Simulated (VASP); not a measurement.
**RbGeN: relaxation of cell and atoms with PBE**

RbGeN:

```
Rb Ge N
1.0
     4.83261    0.00000    0.00000
     0.00000    4.83261    0.00000
     0.00000    0.00000    3.82204
Rb Ge N
1 1 1
Direct
  0.50000 0.50000 0.50000
  0.00000 0.00000 0.50000
  0.00000 0.00000 0.00000
```

The cell was built by a generator and needn't be a form met in nature.

The cell isn't the ideal one: random cell by space group and Wyckoff sites (P4/mmm, No. 123).

| Property | Result |
| --- | --- |
| Program | VASP 6.6.1 |
| Task | relaxation of cell and atoms |
| Functional | PBE |
| Potentials or basis | VASP PAW PBE potentials, release 64 (Rb_sv, Ge_d, N) |
| Cutoff | 600 eV |
| k mesh | 4 × 4 × 4 |
| Occupations | gaussian, width 0.1 eV |
| Spin | no spin polarisation |
| Dipole correction | no |
| Further INCAR settings | ALGO = Fast; EDIFF = 1e-07; IBRION = 2; EDIFFG = -0.04; NSW = 90; ISIF = 3 |

```json
{"Relaxed volume": "31.04 Å³/atom", "Relaxed cell": "a = 4.911 Å, b = 4.911 Å, c = 3.861 Å, α = 90.00°, β = 90.00°, γ = 90.00°", "Space group after relaxing (to 0.05 Å)": "P4/mmm (No. 123)", "Energy gained by relaxing": "4.5 meV/atom", "Ionic steps": "5", "Pressure after relaxing": "0.0 GPa", "Band gap on the k mesh": "none (metal or under the smearing width)"}
```

The path:
```
step  energy change (eV)  largest force (eV/Å)  pressure (GPa)  volume (Å³)
   1              0.0000                0.0000            1.24        89.26
   2             -0.0060                0.0000           -0.30        92.26
   3             -0.0090                0.0000            0.24        91.14
   4             -0.0121                0.0000            0.14        92.10
   5             -0.0134                0.0000            0.03        93.13
```

Final structure:
```yaml
crystal:
  lattice:
    - [4.91148, 0.00000, 0.00000]
    - [0.00000, 4.91148, 0.00000]
    - [0.00000, 0.00000, 3.86066]
  atoms:
    - { symbol: Rb, position: [0.50000, 0.50000, 0.50000] }
    - { symbol: Ge, position: [0.00000, 0.00000, 0.50000] }
    - { symbol: N, position: [0.00000, 0.00000, 0.00000] }
```

Levels at points of the mesh, in eV from the Fermi level:
```csv
k point,band 12,band 13,band 14,band 15,band 16
"(0.00, 0.00, 0.00)",-4.44,-2.87,-2.87,3.33,3.33
"(0.50, 0.00, 0.00)",-4.02,-3.69,-3.03,1.63,2.68
"(0.50, 0.50, 0.00)",-4.13,-3.24,-3.24,2.10,2.50
"(0.00, 0.00, 0.50)",-1.70,-1.70,0.75,0.75,3.31
"(0.50, 0.00, 0.50)",-1.91,-1.63,-0.91,0.15,2.15
"(0.50, 0.50, 0.50)",-2.01,-2.01,-0.02,-0.02,2.05
```

It took 6.5 min on 1 thread of Intel(R) Xeon(R) Platinum 8488C (Sapphire Rapids) (shared host), peak memory 0.25 GiB.

Caveat: the k mesh is coarse (spacing up to 0.41 Å⁻¹), so the values aren't converged.
